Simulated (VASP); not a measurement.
VASP ran on this input.

### POSCAR
```
Zn
2.660
  0.5000000000  -0.8660255639   0.0000000000
  0.5000000000   0.8660255639   0.0000000000
  0.0000000000   0.0000000000   1.8609022556
Zn
2
Cart
  0.5000000000   0.2886757653   0.4652255639
  0.5000000000  -0.2886757653   1.3956766917
```

### INCAR
```
ALGO=Normal
EDIFF=1E-6
ENCUT=400
GGA=PE
ISIF=2
ISMEAR=1
LASPH=T
LCHARG=F
LMAXMIX=4
LREAL=F
LWAVE=F
NELM=100
PREC=Accurate
SIGMA=0.1
SYSTEM=Zn
```

**KPOINTS**
```
Automatic
0
Gamma
  12 12 6
0 0 0
```

POTCAR, in this order: Zn (PBE.64 set). Program: vasp_std.

### Question
Translate this PBE calculation to Ansatz.

### Answer
One equivalent input (not run):
Ansatz 0.2 input:
```yaml
crystal:
  lattice:
    - [1.3300000, -2.3036280, 0.0000000]
    - [1.3300000, 2.3036280, 0.0000000]
    - [0.0000000, 0.0000000, 4.9500000]
  atoms:
    - { symbol: Zn, position: [0.3333330, 0.6666670, 0.2500000] }
    - { symbol: Zn, position: [0.6666670, 0.3333330, 0.7500000] }
kpoints:
  mp_grid: { grid: [12, 12, 6] }
hamiltonian:
  xc: pbe
  pseudopotentials: { kind: paw }
scf:
  occupations: { method: methfessel_paxton, width: 0.1 }
  max_iter: 100
output: { forces: true, stress: true, eigenvalues: true }
```
The two are equivalent in intent, not identical: each code has its own PAW files, so the cut-off isn't converted (ENCUT is set for VASP's; basis.ecutwfc is left out, and Ansatz then takes the one that its files recommend); Ansatz stops its SCF on the density residual and VASP on the energy change (EDIFF).

The compound is Zn in the hcp structure. The cell was not relaxed at this level.
